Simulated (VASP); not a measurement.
A convergence study with VASP on BaO (rock salt): one setting is varied, all else stays as given below, so the limit is that of these other settings. Each run relaxes cell and ions; the cell shown is the tightest run's result. The basis is that of the starting cell, so low cut-offs carry a Pulay error.

```
CELL_PARAMETERS angstrom
      0.00000     2.80708     2.80708
      2.80708     0.00000     2.80708
      2.80708     2.80708     0.00000
ATOMIC_POSITIONS crystal
  Ba 0.00000 0.00000 0.00000
  O  0.50000 0.50000 0.50000
```

Computed with PBE GGA, VASP's PBE PAW potentials (set 64) (plane waves; VASP). The tightest run used: 800 eV cut-off, 7×7×7 Γ-centred mesh, Gaussian smearing of 0.050 eV, potentials Ba_sv O.

The reference is ENCUT = 800, which took about 40 core-seconds. Costs are core time on shared hosts, one run each; read them as rough ratios.

**Question.** Of the settings ENCUT = 250; ENCUT = 300; ENCUT = 350; ENCUT = 400; ENCUT = 450; ENCUT = 500; ENCUT = 550; ENCUT = 600; ENCUT = 650; ENCUT = 700; ENCUT = 750; ENCUT = 800, which is the lowest that keeps the difference from the reference in relaxed volume (Å³/atom) within 0.1 from there on, and what does it cost?

**Answer.** ENCUT = 500; its cost over the reference is within a factor of 2.
```json
[
 {"setting": "ENCUT = 250", "difference in relaxed volume (Å³/atom)": "4.591", "cost over the reference": "about 1/3"},
 {"setting": "ENCUT = 300", "difference in relaxed volume (Å³/atom)": "2.905", "cost over the reference": "within a factor of 2"},
 {"setting": "ENCUT = 350", "difference in relaxed volume (Å³/atom)": "1.608", "cost over the reference": "about 1/2"},
 {"setting": "ENCUT = 400", "difference in relaxed volume (Å³/atom)": "0.723", "cost over the reference": "about 1/2"},
 {"setting": "ENCUT = 450", "difference in relaxed volume (Å³/atom)": "0.222", "cost over the reference": "about 1/2"},
 {"setting": "ENCUT = 500", "difference in relaxed volume (Å³/atom)": "0.029", "cost over the reference": "within a factor of 2"},
 {"setting": "ENCUT = 550", "difference in relaxed volume (Å³/atom)": "0.004", "cost over the reference": "within a factor of 2"},
 {"setting": "ENCUT = 600", "difference in relaxed volume (Å³/atom)": "0.013", "cost over the reference": "within a factor of 2"},
 {"setting": "ENCUT = 650", "difference in relaxed volume (Å³/atom)": "0.027", "cost over the reference": "within a factor of 2"},
 {"setting": "ENCUT = 700", "difference in relaxed volume (Å³/atom)": "0.025", "cost over the reference": "within a factor of 2"},
 {"setting": "ENCUT = 750", "difference in relaxed volume (Å³/atom)": "0.014", "cost over the reference": "within a factor of 2"},
 {"setting": "ENCUT = 800", "difference in relaxed volume (Å³/atom)": "0.000", "cost over the reference": "reference"}
]
```

Left out are rungs that failed or repeat a setting and relaxations that didn't move; long series are thinned to 24 rows.

The compound is BaO in the rock salt structure.
